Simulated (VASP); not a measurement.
The system is Nb3B5.

```
CELL_PARAMETERS angstrom
-2.76138 2.76138 2.76138
2.76138 -2.76138 2.76138
2.76138 2.76138 -2.76138
ATOMIC_POSITIONS crystal
Nb 0.00000 0.50000 0.50000
Nb 0.50000 0.50000 0.00000
Nb 0.50000 0.00000 0.50000
B 0.00000 0.00000 0.00000
B 0.00000 0.00000 0.50000
B 0.00000 0.50000 0.00000
B 0.50000 0.00000 0.00000
B 0.50000 0.50000 0.50000
```

The cell was built by a generator and needn't be a form met in nature.

| Quantity | Value |
| --- | --- |
| Program | VASP 6.6.1 |
| Task | relaxation of cell and atoms |
| Functional | PBE |
| Potentials or basis | VASP PAW PBE potentials, release 64 (Nb_sv, B) |
| Cutoff | 520 eV |
| k mesh | 5 × 5 × 5 |
| Occupations | gaussian, width 0.15 eV |
| Spin | no spin polarisation |

At the start: pressure 5.9 GPa; volume 10.53 Å³/atom.

Where does the relaxation end?

Over 3 steps the energy falls by 5.0 meV/atom and the volume is 10.81 Å³/atom (+2.6 %); space group Im-3m (No. 229, to 0.05 Å).

The path:
```tsv
step	energy change (eV)	largest force (eV/Å)	pressure (GPa)	volume (Å³)
1	0.0000	0.0000	5.93	84.22
2	0.0136	0.0000	-6.53	89.07
3	-0.0399	0.0000	-0.16	86.45
```

Final structure:
```
Nb B
1.0
    -2.78553    2.78553    2.78553
     2.78553   -2.78553    2.78553
     2.78553    2.78553   -2.78553
Nb B
3 5
Direct
  0.00000 0.50000 0.50000
  0.50000 0.50000 0.00000
  0.50000 0.00000 0.50000
  0.00000 0.00000 0.00000
  0.00000 0.00000 0.50000
  0.00000 0.50000 0.00000
  0.50000 0.00000 0.00000
  0.50000 0.50000 0.50000
```
